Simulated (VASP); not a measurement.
Consider the following.

```
CELL_PARAMETERS angstrom
     -0.02831     1.88737     1.88737
      1.88737    -0.02831     1.88737
      1.85906     1.85906     0.00000
ATOMIC_POSITIONS crystal
  Rh 0.00000 0.00000 0.00000
```

These are PBEsol GGA, VASP's PBE PAW potentials (set 64) (plane waves; VASP) values and carry that method's errors. Settings: 480 eV cut-off, 16×16×16 Γ-centred mesh, first-order Methfessel-Paxton smearing of 0.10 eV, potentials Rh_pv.

Question: Give the stress tensor in GPa (positive for a compressed cell).

Answer: 
```
1.68  6.41  0.00
6.41  1.68  0.00
0.00  0.00  1.24
```
The pressure is its mean diagonal, 1.53 GPa.

The compound is Rh in the fcc structure. This cell was strained or had an atom moved on purpose.
